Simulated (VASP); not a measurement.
VASP input:

### KPOINTS
```
Automatic mesh
0
Gamma
5 5 5
0 0 0
```

INCAR:
```
SYSTEM = PbF2
PREC = Accurate
ENCUT = 300
EDIFF = 1E-6
NELM = 100
ALGO = Normal
LREAL = .FALSE.
LASPH = .TRUE.
ISMEAR = 0
SIGMA = 0.05
GGA = PE
LMAXMIX = 4
LWAVE = .FALSE.
LCHARG = .FALSE.
ISIF = 3
IBRION = 2
NSW = 40
EDIFFG = -0.01
```

### POSCAR
```
PbF2
1
    0.0000000000     3.0294000000     3.0294000000
    3.0294000000     0.0000000000     3.0294000000
    3.0294000000     3.0294000000     0.0000000000
Pb F
1 2
Direct
  0.0000000000   0.0000000000   0.0000000000
  0.2500000000   0.2500000000   0.2500000000
  0.7500000000   0.7500000000   0.7500000000
```

POTCAR, in this order: Pb_d F (PBE.64 set). Program: vasp_std.

Output of the run:

### standard output
```
...
DAV:   3     0.425720223431E+01    0.16253E+02   -0.72695E+01   460   0.124E+02    0.125E+01
DAV:   4     0.513387099280E+01    0.87667E+00   -0.59079E+00   492   0.829E+01    0.605E+00
DAV:   5     0.472803536024E+01   -0.40584E+00   -0.22160E+00   516   0.368E+01    0.233E+00
DAV:   6     0.462404288924E+01   -0.10399E+00   -0.78938E-01   444   0.213E+01    0.117E+00
DAV:   7     0.465083553607E+01    0.26793E-01   -0.90980E-02   446   0.693E+00    0.384E-01
DAV:   8     0.465312604802E+01    0.22905E-02   -0.14506E-02   498   0.286E+00    0.127E-01
DAV:   9     0.465341919076E+01    0.29314E-03   -0.24344E-03   438   0.156E+00    0.671E-02
DAV:  10     0.465344665159E+01    0.27461E-04   -0.40818E-04   462   0.240E-01    0.141E-02
DAV:  11     0.465344699420E+01    0.34261E-06   -0.41128E-05   472   0.165E-01    0.614E-03
DAV:  12     0.465344738240E+01    0.38819E-06   -0.40001E-06   348   0.634E-02
   2 F= 0.46534474E+01 E0= 0.46534474E+01  d E =0.192782E+02
 trial-energy change:   19.278161  1 .order   21.906242  -13.795910   57.608394
 step:   0.2326(harm=  0.1932)  dis= 0.00000  next Energy=   -16.262472 (dE=-0.164E+01)
 bond charge predicted
       N       E                     dE             d eps       ncg     rms          rms(c)
DAV:   1    -0.109374357619E+03   -0.11403E+03   -0.45037E+03   388   0.135E+03    0.638E+01
DAV:   2    -0.362332901384E+02    0.73141E+02   -0.46657E+02   394   0.262E+02    0.275E+01
DAV:   3    -0.196383231287E+02    0.16595E+02   -0.13997E+02   372   0.124E+02    0.115E+01
DAV:   4    -0.172265038737E+02    0.24118E+01   -0.95763E+00   478   0.264E+01    0.408E+00
DAV:   5    -0.168542607153E+02    0.37224E+00   -0.69109E+00   526   0.274E+01    0.399E+00
DAV:   6    -0.166230777238E+02    0.23118E+00   -0.63541E-01   442   0.810E+00    0.189E+00
DAV:   7    -0.165693973963E+02    0.53680E-01   -0.65106E-01   448   0.785E+00    0.602E-01
DAV:   8    -0.165648804938E+02    0.45169E-02   -0.44765E-02   446   0.251E+00    0.106E-01
DAV:   9    -0.165653627621E+02   -0.48227E-03   -0.26660E-03   362   0.402E-01    0.778E-02
DAV:  10    -0.165652465193E+02    0.11624E-03   -0.37782E-04   392   0.200E-01    0.864E-03
DAV:  11    -0.165652499228E+02   -0.34035E-05   -0.17279E-05   364   0.356E-02    0.675E-03
DAV:  12    -0.165652490765E+02    0.84634E-06   -0.29153E-06   294   0.172E-02
   3 F= -.16565249E+02 E0= -.16565249E+02  d E =-.194054E+01
 curvature:  -0.10 expect dE=-0.438E-01 dE for cont linesearch -0.438E-01
 ZBRENT: interpolating
 opt :   0.2646  next Energy=   -16.605248 (dE=-0.198E+01)
 bond charge predicted
       N       E                     dE             d eps       ncg     rms          rms(c)
DAV:   1    -0.168535775362E+02   -0.28833E+00   -0.62331E+00   454   0.371E+01    0.329E+00
DAV:   2    -0.166450290465E+02    0.20855E+00   -0.75599E-01   378   0.981E+00    0.771E-01
DAV:   3    -0.166259671616E+02    0.19062E-01   -0.52025E-02   426   0.438E+00    0.248E-01
DAV:   4    -0.166241451666E+02    0.18220E-02   -0.11241E-02   420   0.176E+00    0.882E-02
DAV:   5    -0.166242899717E+02   -0.14481E-03   -0.13335E-03   364   0.491E-01    0.479E-02
DAV:   6    -0.166242267215E+02    0.63250E-04   -0.25870E-04   460   0.249E-01    0.159E-02
DAV:   7    -0.166242192219E+02    0.74996E-05   -0.44543E-05   396   0.851E-02    0.234E-03
DAV:   8    -0.166242189615E+02    0.26040E-06   -0.16141E-06   346   0.107E-02
   4 F= -.16624219E+02 E0= -.16624219E+02  d E =-.199950E+01
 curvature:  -0.09 expect dE=-0.562E-02 dE for cont linesearch -0.562E-02
 ZBRENT: interpolating
 opt :   0.2834  next Energy=   -16.633198 (dE=-0.201E+01)
 bond charge predicted
       N       E                     dE             d eps       ncg     rms          rms(c)
DAV:   1    -0.167143502264E+02   -0.90131E-01   -0.22086E+00   454   0.225E+01    0.195E+00
DAV:   2    -0.166412599186E+02    0.73090E-01   -0.26058E-01   376   0.581E+00    0.460E-01
DAV:   3    -0.166345048487E+02    0.67551E-02   -0.18317E-02   418   0.262E+00    0.144E-01
DAV:   4    -0.166338767428E+02    0.62811E-03   -0.38594E-03   422   0.105E+00    0.515E-02
DAV:   5    -0.166339315035E+02   -0.54761E-04   -0.44429E-04   362   0.288E-01    0.267E-02
DAV:   6    -0.166339134152E+02    0.18088E-04   -0.83277E-05   456   0.145E-01    0.926E-03
DAV:   7    -0.166339103038E+02    0.31114E-05   -0.14619E-05   386   0.500E-02    0.137E-03
DAV:   8    -0.166339101253E+02    0.17845E-06   -0.50805E-07   204   0.639E-03
   5 F= -.16633910E+02 E0= -.16633910E+02  d E =-.200920E+01
 curvature:  -0.14 expect dE=-0.951E-06 dE for cont linesearch -0.951E-06
 trial: gam=-0.00070 g(F)=  0.145E-45 g(S)=  0.675E-05 ort = 0.965E-02 (trialstep = 0.857E+00)
 search vector abs. value=  0.103E-09
 reached required accuracy - stopping structural energy minimisation
```

### OUTCAR
```
------------------------ aborting loop because EDIFF is reached ----------------------------------------
  FORCE on cell =-STRESS in cart. coord.  units (eV):
  Direction    XX          YY          ZZ          XY          YZ          ZX
  --------------------------------------------------------------------------------------
  Total       -0.0118315     -0.0118315     -0.0118315      0.0000000      0.0000000     -0.0000000
  in kB       -0.4336638     -0.4336638     -0.4336638      0.0000000      0.0000000     -0.0000000
  external PRESSURE =      -0.4336638 kB  Pullay stress =       0.0000000 kB
  volume of cell :       43.71
      direct lattice vectors                 reciprocal lattice vectors
     0.000000000  2.795907864  2.795907864    -0.178832789  0.178832789  0.178832789
     2.795907864  0.000000000  2.795907864     0.178832789 -0.178832789  0.178832789
     2.795907864  2.795907864  0.000000000     0.178832789  0.178832789 -0.178832789
 POSITION                                       TOTAL-FORCE (eV/Angst)
 -----------------------------------------------------------------------------------
      0.00000      0.00000      0.00000        -0.000000     -0.000000     -0.000000
      1.39795      1.39795      1.39795        -0.000000     -0.000000     -0.000000
      4.19386      4.19386      4.19386         0.000000      0.000000      0.000000
 -----------------------------------------------------------------------------------
    total drift:                               -0.000000      0.000000      0.000000
  FREE ENERGIE OF THE ION-ELECTRON SYSTEM (eV)
  ---------------------------------------------------
  free  energy   TOTEN  =       -16.6339101253 eV

  energy  without entropy=      -16.6339101253  energy(sigma->0) =      -16.63391013

 reached required accuracy - stopping structural energy minimisation
```
(Selected blocks of OUTCAR.)

**Question.** Read input and log: which fault does this run have?
A. SIGMA is far too large
B. simple mixing (IMIX = 1) with AMIX above 1 overshoots
C. ENCUT is too low for a cell relaxation, so Pulay stress biases the volume
D. the lattice was typed in bohr, and VASP reads ångström

**Answer.** C, ENCUT is too low for a cell relaxation, so Pulay stress biases the volume. The run ends without an error. Against the sound run, the energy per atom (σ→0) falls by 0.760 eV/atom; the pressure falls by 0.06 GPa; the band gap falls by 0.09 eV; the volume shrinks by 19 %.

To mend it, set ENCUT = 520.

The mended run (PBE GGA, plane waves, VASP's PBE PAW potentials (set 64)) converges, and its OSZICAR ends with
```
   3 F= -.14353665E+02 E0= -.14353665E+02  d E =-.110373E-01
```

The compound is PbF2 in the fluorite structure, the β form.
